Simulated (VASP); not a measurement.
Given:

```cif
data_GaSb
_chemical_formula_sum 'Ga1 Sb1'
_space_group_name_H-M_alt 'P 1'
_space_group_IT_number 1
_cell_length_a 4.33824
_cell_length_b 4.33824
_cell_length_c 4.33824
_cell_angle_alpha 60.000
_cell_angle_beta 60.000
_cell_angle_gamma 60.000
loop_
_space_group_symop_operation_xyz
  'x, y, z'
loop_
_atom_site_label
_atom_site_type_symbol
_atom_site_fract_x
_atom_site_fract_y
_atom_site_fract_z
_atom_site_occupancy
Ga1 Ga 0.00000 0.00000 0.00000 1
Sb1 Sb 0.25000 0.25000 0.25000 1
```

Calculation: r2SCAN meta-GGA, VASP's PBE PAW potentials (set 64) (plane waves; VASP). Settings: 520 eV cut-off, 8×8×8 Γ-centred mesh, Gaussian smearing of 0.050 eV, potentials Ga_d Sb.

Q: Give the energy at these volumes per atom, relative to the lowest: 27.12, 27.99, 28.85, 29.72, 30.58 Å³.

A: 19.7, 4.7, 0.0, 3.9, 15.3 meV/atom. A third-order Birch-Murnaghan fit gives B0 = 53.3 GPa and B0′ = 4.7.

Measured: bulk modulus 57.0 GPa (computed value off by -6.4 %), as given by Cormac Toher et al., Physical Review Materials (2017), arXiv:1611.05714; a 6.096 Å at 300 K (computed value off by +0.6 %), as given by I. Vurgaftman et al., Journal of Applied Physics (2001), doi:10.1063/1.1368156. The calculation is for a static lattice, while the measured bulk modulus, a hold thermal and zero-point effects, which are part of the difference.

The compound is GaSb in the zinc blende structure. It was relaxed first.
